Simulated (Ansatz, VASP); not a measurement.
# Two plane-wave programs on SbOs

```
Os Sb
1.0
     0.00000    2.71362    2.71362
     2.71362    0.00000    2.71362
     2.71362    2.71362    0.00000
Os Sb
1 1
Cartesian
  2.7136 2.7136 2.7136
  0.0000 0.0000 0.1200
```

Alike in both runs: task single point; functional PBE; k mesh 12 × 12 × 12; occupations gaussian, width 0.05 eV; no spin polarisation.

|  | VASP | Ansatz |
| --- | --- | --- |
| version | VASP 6.6.1 | Ansatz 0.2.0 |
| potentials or method | VASP PAW PBE potentials, release 64 (Os, Sb) | scalar-relativistic, plane waves, PAW |
| plane-wave cutoff (eV) | 520 | 420 |
| valence electrons in the cell | 13 | 31 |

Ansatz gave:

```
gap on the k mesh at the Fermi level (eV)       : none
pressure (GPa)                                  : 0.9
largest component of the traceless stress (GPa) : 2.82
rms of the force components (eV/Å)              : 0.279
```

Q: Estimate VASP's values.

A: gap on the k mesh at the Fermi level (eV): none; pressure (GPa): 0.8; largest component of the traceless stress (GPa): 2.77; rms of the force components (eV/Å): 0.274.

Atom by atom the forces differ by 0.005 eV/Å (rms over components). A gap of «none» marks a metal or a gap that the smearing closes. The two sets of potentials don't hold the same shells in valence.

The runs have no spin-orbit coupling, so splittings on Os, Sb are missing.
